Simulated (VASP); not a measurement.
Consider the following.

```xyz
2
Lattice="0.0000 3.0923 3.0923 3.0923 0.0000 3.0923 3.0923 3.0923 0.0000" Properties=species:S:1:pos:R:3 pbc="T T T"
In     0.0000     0.0000     0.0000
Sb     1.5462     1.5462     1.5462
```

Method: PBEsol GGA, VASP's PBE PAW potentials (set 64) (plane waves; VASP 6.6.1). Run with 500 eV cut-off, 7×7×7 Γ-centred mesh, Gaussian smearing of 0.050 eV, potentials In_d Sb.

Unless said otherwise, spin-orbit coupling is left out, though it shifts the bands of the heavy elements here.

Task: Predict the energy per atom (σ→0), pressure, band gap (on the k-mesh) with the smallest direct gap where there is one.

Result: 
```
Quantity                                      Value
-----------------------------------  --------------
band gap (on the k-mesh)                    0.56 eV
smallest direct gap (on the k-mesh)         0.56 eV
energy per atom (σ→0)                -3.709 eV/atom
pressure                                   9.90 GPa
```

Total energies compare only between runs with the same potentials, cut-off and functional.

The structure was generated: InSb was put into the zinc blende type (F-43m), which need not be its known phase. It was relaxed first under an external pressure of 10 GPa.
